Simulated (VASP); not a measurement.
A run of VASP 6.6.1:

run.py

```python
from ase.calculators.vasp import Vasp
from ase.dft.bandgap import bandgap
from ase.io import read

atoms = read('SrCr2N2.xyz')
atoms.set_initial_magnetic_moments([0.0, 3.0, 3.0, 0.0, 0.0])
calc = Vasp(
    directory='calc',
    xc='pbe',
    pp='PBE',
    setups='recommended',
    pp_version='54',
    prec='Accurate',
    encut=520,
    ediff=1e-06,
    ismear=0,
    sigma=0.02,
    lreal=False,
    lasph=True,
    nelm=150,
    algo='Normal',
    isif=2,
    lwave=False,
    lcharg=False,
    ispin=2,
    lorbit=11,
    lmaxmix=4,
    kpts=[9, 9, 4],
    gamma=True,
)
atoms.calc = calc

print('energy (eV):', atoms.get_potential_energy())
print('free energy (eV):', atoms.get_potential_energy(force_consistent=True))
print('forces (eV/A):')
print(atoms.get_forces())
print('stress (eV/A^3, Voigt):', atoms.get_stress())
print('Fermi level (eV):', calc.get_fermi_level())
print('moment (muB):', atoms.get_magnetic_moment())
print('site moments (muB):', atoms.get_magnetic_moments())
gap, top, bottom = bandgap(calc)
print('band gap (eV):', gap, 'from (spin, k, band)', top, 'to', bottom)
```

SrCr2N2.xyz

```xyz
5
Lattice="3.3196892269 0.0000000000 0.0000000000 -1.6598446134 2.8749352031 0.0000000000 0.0000000000 0.0000000000 6.5462810131" Properties=species:S:1:pos:R:3 pbc="T T T"
Sr     0.0000000000      0.0000000000      3.2731405066
Cr    -0.0000000001      1.9166234688      5.7842153478
Cr     1.6598446136      0.9583117343      0.7620656653
N     -0.0000000001      1.9166234688      1.2495672123
N      1.6598446136      0.9583117343      5.2967138008
```

Potentials or basis: VASP PAW PBE potentials, release 54 (Sr_sv, Cr_pv, N).

Launch:

```console
$ python run.py
```

Hardware: 1 thread of Intel(R) Xeon(R) Platinum 8488C (Sapphire Rapids) (shared host).

Question: Estimate the wall time of this run.

Answer: Wall time 3.2 min on 1 thread of Intel(R) Xeon(R) Platinum 8488C (Sapphire Rapids) (shared host), peak memory 0.31 GiB. Counts: scf iterations 16, k points 43.
